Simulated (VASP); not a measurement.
# LiRh: convergence with the SCF threshold and smearing, part 3 of 3

How sensitive are energy, pressure and forces of LiRh to the SCF threshold and smearing? The atoms are off their equilibrium sites, so that forces can be compared too. The series runs use LDA. The atoms of the start are displaced at random from the sites of a P-6m2 cell.

VASP 6.6.1; LDA; plane waves and PAW (Li_sv, Rh_pv).

Still holding for the runs below: The k-mesh is coarse for a metal.

So far. Step 16 (Smearing: ISMEAR = 1, SIGMA = 0.1): Against the run before the energy at zero width moves by -0.25 meV an atom and the pressure by -0.09 GPa, after 12 cycles in 33 s. The entropy term T·S comes to 2.97 meV an atom in size.

## (17) Smearing: ISMEAR = 1, SIGMA = 0.2

INCAR reads:

```
SYSTEM = LiRh
PREC = Accurate
ENCUT = 650
EDIFF = 1E-06
NELM = 100
ISMEAR = 1
SIGMA = 0.2
LREAL = .FALSE.
ALGO = Normal
GGA = CA
NBANDS = 15
LORBIT = 11
LWAVE = .FALSE.
LCHARG = .FALSE.
KPAR = 2
ISIF = 2
```

POSCAR reads:

```
LiRh
1.0
    2.6523004602      0.0000000000      0.0000000000
   -1.3261502301      2.2969595770      0.0000000000
    0.0000000000      0.0000000000      4.3266044100
Li Rh
1 1
Direct
    0.0253420000      0.0124650000      0.4993830000
    0.6670610000      0.3275720000     -0.0083180000
```

KPOINTS reads:

```
Automatic mesh
0
Gamma
10 10 5
0 0 0
```

The projector-augmented-wave data sets are Li_sv and Rh_pv (PBE family, release 64).

Command:

```
mpirun -np 2 vasp_std
```

The log of the run:

```text
[... set-up lines as in an earlier step ...]
 entering main loop
       N       E                     dE             d eps       ncg     rms          rms(c)
DAV:   1     0.156909293861E+03    0.15691E+03   -0.12360E+04  7560   0.156E+03
DAV:   2    -0.688842630598E+01   -0.16380E+03   -0.15839E+03  8190   0.393E+02
DAV:   3    -0.119004321001E+02   -0.50120E+01   -0.49044E+01 13371   0.591E+01
DAV:   4    -0.120621432135E+02   -0.16171E+00   -0.16167E+00  8094   0.884E+00
[...]
DAV:  10    -0.110421161690E+02   -0.75592E-05   -0.21159E-04  9437   0.159E-01    0.316E-02
DAV:  11    -0.110421247803E+02   -0.86113E-05   -0.38035E-05  9015   0.502E-02    0.666E-03
DAV:  12    -0.110421241548E+02    0.62548E-06   -0.15660E-06  8189   0.128E-02
   1 F= -.11042124E+02 E0= -.11037559E+02  d E =-.136948E-01
```

Elapsed: 34 s, on 2 MPI ranks of Intel Xeon Platinum 8259CL at 2.50GHz (Skylake/Cascade Lake), shared host; peak memory 0.47 GiB.

Parts of OUTCAR (step 17):

```text
  Total       -1.1722709     -1.2478493     -0.5897281      0.0366843      0.0060412      0.0066762
  in kB      -71.2549944    -75.8489333    -35.8458706      2.2298090      0.3672058      0.4058037
  external PRESSURE =     -60.9832661 kB  Pullay stress =       0.0000000 kB

 POSITION                                       TOTAL-FORCE (eV/Angst)
 -----------------------------------------------------------------------------------
      0.05068      0.02863      2.16063        -0.033652     -0.030112     -0.132935
      1.33484      0.75242      4.29062         0.033652      0.030112      0.132935
 -----------------------------------------------------------------------------------
    total drift:                                0.000019      0.000133     -0.000184

  FREE ENERGIE OF THE ION-ELECTRON SYSTEM (eV)
  ---------------------------------------------------
  free  energy   TOTEN  =       -11.0421241548 eV

  energy  without entropy=      -11.0284293315  energy(sigma->0) =      -11.03755921

[... 2 parts as in an earlier step ...]

[... 1 further part left out ...]
[key lines of the parts left out:]
E-fermi :   6.3639
```

Against the run before the energy at zero width moves by -2.04 meV an atom and the pressure by +0.07 GPa, after 12 cycles in 34 s. The entropy term T·S comes to 6.85 meV an atom in size.

## (18) Smearing: ISMEAR = 1, SIGMA = 0.5

INCAR: that of step 17 with these lines changed.

```diff
@@ -6,3 +6,3 @@
 ISMEAR = 1
-SIGMA = 0.2
+SIGMA = 0.5
 LREAL = .FALSE.
```

POSCAR is that of step 17.

KPOINTS is that of step 17.

Command:

```
mpirun -np 2 vasp_std
```

The log of the run:

```text
[... set-up lines as in an earlier step ...]
 entering main loop
       N       E                     dE             d eps       ncg     rms          rms(c)
DAV:   1     0.156911524596E+03    0.15691E+03   -0.12360E+04  7560   0.156E+03
DAV:   2    -0.689573125447E+01   -0.16381E+03   -0.15837E+03  8190   0.393E+02
DAV:   3    -0.118973455417E+02   -0.50016E+01   -0.48943E+01 13371   0.591E+01
DAV:   4    -0.120588868274E+02   -0.16154E+00   -0.16151E+00  8094   0.883E+00
[...]
DAV:  10    -0.110651289972E+02    0.88677E-05   -0.15979E-04  9969   0.131E-01    0.282E-02
DAV:  11    -0.110651372826E+02   -0.82854E-05   -0.28852E-05  8750   0.427E-02    0.712E-03
DAV:  12    -0.110651369883E+02    0.29423E-06   -0.11294E-06  8276   0.115E-02
   1 F= -.11065137E+02 E0= -.11052504E+02  d E =-.378984E-01
```

It took 38 s on 2 MPI ranks; peak memory 0.47 GiB.

OUTCAR, selected parts (step 18):

```text
  Total       -1.1550540     -1.2443064     -0.5986533      0.0435563      0.0060081      0.0066421
  in kB      -70.2084869    -75.6335772    -36.3883783      2.6475143      0.3651941      0.4037313
  external PRESSURE =     -60.7434808 kB  Pullay stress =       0.0000000 kB

 POSITION                                       TOTAL-FORCE (eV/Angst)
 -----------------------------------------------------------------------------------
      0.05068      0.02863      2.16063        -0.034006     -0.030503     -0.133070
      1.33484      0.75242      4.29062         0.034006      0.030503      0.133070
 -----------------------------------------------------------------------------------
    total drift:                                0.000012      0.000124     -0.000212

  FREE ENERGIE OF THE ION-ELECTRON SYSTEM (eV)
  ---------------------------------------------------
  free  energy   TOTEN  =       -11.0651369883 eV

  energy  without entropy=      -11.0272386053  energy(sigma->0) =      -11.05250419

[... 2 parts as in an earlier step ...]

[... 1 further part left out ...]
[key lines of the parts left out:]
E-fermi :   6.3622
```

Against the run before the energy at zero width moves by -7.47 meV an atom and the pressure by +0.02 GPa, after 12 cycles in 38 s. The entropy term T·S comes to 18.95 meV an atom in size.

## (19) Smearing: ISMEAR = -5

INCAR: that of step 18 with these lines changed.

```diff
@@ -5,4 +5,4 @@
 NELM = 100
-ISMEAR = 1
-SIGMA = 0.5
+ISMEAR = -5
+SIGMA = 0.05
 LREAL = .FALSE.
```

POSCAR is that of step 18.

KPOINTS is that of step 18.

Command:

```
mpirun -np 2 vasp_std
```

The log of the run:

```text
[... set-up lines as in an earlier step ...]
 entering main loop
       N       E                     dE             d eps       ncg     rms          rms(c)
DAV:   1     0.156935793025E+03    0.15694E+03   -0.12360E+04  7560   0.156E+03
DAV:   2    -0.689432591791E+01   -0.16383E+03   -0.15865E+03  8190   0.393E+02
DAV:   3    -0.119001679219E+02   -0.50058E+01   -0.49052E+01 13371   0.591E+01
DAV:   4    -0.120618177179E+02   -0.16165E+00   -0.16170E+00  8094   0.884E+00
[...]
DAV:  12    -0.110711556849E+02   -0.11049E-03   -0.15507E-06  7504   0.143E-02    0.242E-03
DAV:  13    -0.110711377903E+02    0.17895E-04   -0.17821E-07  4312   0.426E-03    0.369E-04
DAV:  14    -0.110711381328E+02   -0.34253E-06   -0.27989E-08  3913   0.153E-03
   1 F= -.11071138E+02 E0= -.11071138E+02  d E =0.000000E+00
 -----------------------------------------------------------------------------
|                                                                             |
|           W    W    AA    RRRRR   N    N  II  N    N   GGGG   !!!           |
|           W    W   A  A   R    R  NN   N  II  NN   N  G    G  !!!           |
|           W    W  A    A  R    R  N N  N  II  N N  N  G       !!!           |
|           W WW W  AAAAAA  RRRRR   N  N N  II  N  N N  G  GGG   !            |
|           WW  WW  A    A  R   R   N   NN  II  N   NN  G    G                |
|           W    W  A    A  R    R  N    N  II  N    N   GGGG   !!!           |
|                                                                             |
|     Tetrahedron method does not include variations of the Fermi             |
|     occupations, so forces and stress will be inaccurate. We suggest        |
|     using a different smearing scheme ISMEAR = 1 or 2 for metals in         |
|     relaxations.                                                            |
|                                                                             |
 -----------------------------------------------------------------------------
```

It took 37 s on 2 MPI ranks; peak memory 0.48 GiB.

From OUTCAR (step 19):

```text
  Total       -1.2471315     -1.3505546     -0.5993982      0.0518660      0.0053222      0.0076001
  in kB      -75.8053000    -82.0917438    -36.4336539      3.1526076      0.3235039      0.4619596
  external PRESSURE =     -64.7768992 kB  Pullay stress =       0.0000000 kB

 POSITION                                       TOTAL-FORCE (eV/Angst)
 -----------------------------------------------------------------------------------
      0.05068      0.02863      2.16063        -0.034550     -0.030771     -0.133159
      1.33484      0.75242      4.29062         0.034550      0.030771      0.133159
 -----------------------------------------------------------------------------------
    total drift:                                0.000005      0.000122     -0.000155

  FREE ENERGIE OF THE ION-ELECTRON SYSTEM (eV)
  ---------------------------------------------------
  free  energy   TOTEN  =       -11.0711381328 eV

  energy  without entropy=      -11.0711381328  energy(sigma->0) =      -11.07113813

[... 2 parts as in an earlier step ...]

[... 1 further part left out ...]
[key lines of the parts left out:]
E-fermi :   6.3630
```

With tetrahedra the forces and stress of a metal are not exact derivatives of the energy.

Against the first of the series the energy at zero width moves by -19.01 meV an atom and the pressure by -0.40 GPa, after 14 cycles in 37 s.

## (20) The smearing series as a table

This step: convergence of LDA results with the smearing; plane waves and PAW (VASP 6.6.1).

No new run; the numbers come from the runs before.

One cell and one 10×10×5 mesh. Free energy against width, by row:

```csv
Fermi-Dirac width σ (eV),free energy less that at the narrowest width (meV/atom)
0.01,0
0.05,-8.17
0.1,-24.12
0.2,-69.38
0.5,-313.7
```

Differences are taken from the run with ISMEAR = -1, SIGMA = 0.01. Results of the series, by row:

```csv
setting,status,energy less the reference (meV/atom),pressure (GPa),largest force difference (meV/Å),SCF cycles,wall time (s)
"ISMEAR = -1, SIGMA = 0.01",converged,0,-6.075,0,12,35
"ISMEAR = -1, SIGMA = 0.05",converged,-1.956,-6.08,2.382,12,34
"ISMEAR = -1, SIGMA = 0.1",converged,-6.257,-5.916,3.116,12,37
"ISMEAR = -1, SIGMA = 0.2",converged,-16.27,-5.466,3.147,12,34
"ISMEAR = -1, SIGMA = 0.5",converged,-36.2,-2.315,5.262,12,37
"ISMEAR = 1, SIGMA = 0.01",converged,0.03608,-6.174,1.812,13,39
"ISMEAR = 1, SIGMA = 0.05",converged,0.06467,-6.075,0.267,12,33
"ISMEAR = 1, SIGMA = 0.1",converged,-0.1853,-6.165,1.224,12,33
"ISMEAR = 1, SIGMA = 0.2",converged,-2.224,-6.098,2.73,12,34
"ISMEAR = 1, SIGMA = 0.5",converged,-9.697,-6.074,3.121,12,38
ISMEAR = -5,converged,-19.01,-6.478,3.435,14,37
```

## (21) Outcome

```json
{
 "SCF threshold from which the energy stays within 10 meV/atom of the reference": "EDIFF = 0.01",
 "SCF threshold from which the energy stays within 1 meV/atom of the reference": "EDIFF = 0.01",
 "SCF threshold from which the pressure stays within 0.2 GPa of the reference": "EDIFF = 1E-05",
 "spread of the pressure over the SCF threshold": "1.78 GPa",
 "spread of the energy over the SCF threshold": "0.0701 meV/atom",
 "spread of the pressure over the smearing": "4.16 GPa",
 "spread of the energy over the smearing": "36.3 meV/atom"
}
```

From EDIFF = 0.01 on, the energy stays within 1 meV an atom of the reference, at 62 % of its time. The pressure holds within 0.2 GPa from EDIFF = 1E-05 on. The loosest stop saves 5 of 14 cycles and costs +0.1 meV an atom, +1.55 GPa, 3.4 meV/Å in forces. The usual rule keeps the entropy term T·S under 1 meV an atom, which holds up to a width of 0.01 eV for Fermi-Dirac and 0.05 eV for first-order Methfessel-Paxton. That rule is made for Methfessel-Paxton; with the other schemes the zero-width estimate is the energy to use. Farthest in energy from the narrowest smearing lies ISMEAR = -1, SIGMA = 0.5 (-36.2 meV an atom, +3.76 GPa, 5.3 meV/Å in forces). On a fixed mesh a narrow width is not the exact answer for a metal: it samples the Fermi surface more noisily.

[Lines on the potential files, build, host, timing and source positions are cut from VASP's logs without a mark.]

[Logs are printed without paths, hosts, clocks, repeated set-up lines and the standing remarks that a program may print on its own settings, such as how far it seeks lower states.]

[Hosts, paths, dates, database ids (printed as entryN), source tags and the programs' standing remarks are cut or masked in the printed files.]

[A measured line is paired with the nearest computed mode of its activity, which favours agreement.]
